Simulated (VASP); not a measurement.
```
CELL_PARAMETERS angstrom
      0.00000     2.30520     2.30520
      2.30520     0.00000     2.30520
      2.30520     2.30520     0.00000
ATOMIC_POSITIONS crystal
  Ga 0.00000 0.00000 0.00000
  N  0.25000 0.25000 0.25000
```

These are PBE GGA, VASP's PBE PAW potentials (set 64) (plane waves; VASP) values and carry that method's errors. Numerical set-up: 520 eV cut-off, 13×13×13 Γ-centred mesh, Gaussian smearing of 0.050 eV, potentials Ga_d N.

Gaps are read on the run's mesh, which can miss a band edge.

Task: Predict the energy per atom (σ→0), pressure, band gap (on the k-mesh) with the smallest direct gap where there is one.

Result: 
The band gap (on the k-mesh) is 1.29 eV, the smallest direct gap (on the k-mesh) is 1.29 eV and the energy per atom (σ→0) is -6.067 eV/atom. The pressure is -6.22 GPa.

Only differences to runs with the same potentials and settings are physical.

The compound is GaN in the zinc blende structure, a metastable form; wurtzite is the usual one. The cell was not relaxed at this level. The run is one of a series of settings (KPOINTS 13×13×13 Γ-centred mesh against the base run), some of them coarse on purpose.
